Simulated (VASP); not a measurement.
```
CELL_PARAMETERS angstrom
      0.00000     3.13119     3.13119
      3.13119     0.00000     3.13119
      3.13119     3.13119     0.00000
ATOMIC_POSITIONS crystal
  Na 0.00000 0.00000 0.00000
  I  0.50000 0.50000 0.50000
```

Level of theory: LDA (Ceperley-Alder, Perdew-Zunger), VASP's LDA PAW potentials (set 64) (plane waves; VASP). Run with 520 eV cut-off, 8×8×8 Γ-centred mesh, tetrahedra with Blöchl corrections, potentials Na_pv I.

Task: The job: NaI (rock salt), 2 atoms, LDA, static run, 520 eV, 8×8×8 Γ-centred mesh. Roughly how much core time does it take on a busy server core?

Result: About 20 core-seconds (one run on a shared machine, a rough figure). It had 29 irreducible k-points, 11 bands, up to 1676 plane waves and 12 electronic steps.

The compound is NaI in the rock salt structure. It was relaxed first, which changed the volume by -9 %.
